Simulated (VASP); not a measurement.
Here is the system:

```
BaTe
1.0
    0.00000     3.47250     3.47250
    3.47250     0.00000     3.47250
    3.47250     3.47250     0.00000
Ba Te
1 1
Direct
  0.00000   0.00000   0.00000
  0.50000   0.50000   0.50000
```

Level of theory: PBE GGA, VASP's PBE PAW potentials (set 64) (plane waves; VASP). Run with 480 eV cut-off, 6×6×6 Γ-centred mesh, Gaussian smearing of 0.050 eV, potentials Ba_sv Te.

Unless said otherwise, spin-orbit coupling is left out, though it shifts the bands of the heavy elements here.

Estimate the energy per atom (σ→0), pressure, band gap (on the k-mesh) with the smallest direct gap where there is one.

The band gap (on the k-mesh) is 1.47 eV. The smallest direct gap (on the k-mesh) comes out as 1.85 eV, the energy per atom (σ→0) comes out as -4.299 eV/atom and the pressure is 20.0 kbar.

The absolute energy has meaning only against runs of the same code, potentials and settings.

The compound is BaTe in the rock salt structure. It was relaxed first under an external pressure of 2 GPa.
